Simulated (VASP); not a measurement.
Computed with PBE GGA with D4 dispersion, VASP's PBE PAW potentials (set 64) (plane waves; VASP).

VASP ran on this input.

### KPOINTS
```
Automatic mesh
0
Gamma
13 13 8
0 0 0
```

POSCAR:
```
Tl
3.4893330
  0.5000000043  -0.8660254415   0.0000000000
  0.5000000043   0.8660254415   0.0000000000
  0.0000000000   0.0000000000   1.6020580638
Tl
2
Cart
  0.5000000043   0.2886757245   0.4005145160
  0.5000000043  -0.2886757245   1.2015435479
```

### INCAR
```
# general
SYSTEM  = Tl
PREC    = Accurate
ENCUT   = 520
LREAL   = .False.   # projection in real space or not
LASPH   = .True.   # aspherical one-centre terms

# electronic loop
EDIFF   = 1E-7   # SCF stop (eV)
NELM    = 100   # most electronic steps
ALGO    = Normal
LMAXMIX = 4

# smearing
ISMEAR  = -5   # tetrahedra, Bloechl

# functional
GGA     = PE
IVDW    = 13   # D4

# ions
ISIF    = 2   # forces and stress, cell fixed

# output
LWAVE   = .False.
LCHARG  = .True.
LORBIT  = 11   # lm-projected
NEDOS   = 601   # DOS grid
```

POTCAR, in this order: Tl_d (PBE.64 set). Program: vasp_std.

Question: What will the output report for the number of irreducible k-points (NKPTS), largest plane-wave count, number of space-group operations, FFT grid (NGX, NGY, NGZ)?

Answer: 
```json
{
  "number of irreducible k-points (NKPTS)": "105",
  "largest_plane_wave_count": "1617",
  "number_of_space_group_operations": "24",
  "FFT grid (NGX, NGY, NGZ)": "28 × 28 × 42"
}
```

The compound is Tl in the hcp structure. It was relaxed first.
